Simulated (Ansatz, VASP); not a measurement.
**Hf2SnS2 in VASP and in Ansatz**

```
Hf Sn S
1.0
     4.21865    0.00000    0.00000
     0.00000    4.21865    0.00000
     0.00000    0.00000    6.27947
Hf Sn S
2 1 2
Direct
  0.00000 0.50000 0.50000
  0.50000 0.00000 0.50000
  0.00000 0.00000 0.00000
  0.50000 0.50000 0.24820
  0.50000 0.50000 0.75180
```

Change from the starting cell: species swapped into the CeMg2Si2 type (P4/mmm, No. 123).

Alike in both runs: functional PBE; k mesh 4 × 4 × 4; occupations gaussian, width 0.1 eV; no spin polarisation.

Ansatz relaxed the structure, and its values are those at the end. VASP's run is a single point on that final structure, the one shown.

```csv
,VASP,Ansatz
version,VASP 6.6.1,Ansatz 0.2.0
potentials or method,"VASP PAW PBE potentials, release 64 (Hf_pv, Sn_d, S)","scalar-relativistic, plane waves, PAW"
plane-wave cutoff (eV),520,420
valence electrons in the cell,46,78
```

Ansatz gave:

- gap on the k mesh at the Fermi level (eV): none
- pressure (GPa): 0.1
- rms of the force components (eV/Å): 0.010

Estimate VASP's values.

gap on the k mesh at the Fermi level (eV): none; pressure (GPa): -0.4; rms of the force components (eV/Å): 0.015.

A gap of «none» marks a metal or a gap that the smearing closes. The two sets of potentials don't hold the same shells in valence.

Caveats: the k mesh is coarse (spacing up to 0.37 Å⁻¹), so the values aren't converged. Spin-orbit coupling is left out, which matters for the levels of Hf.
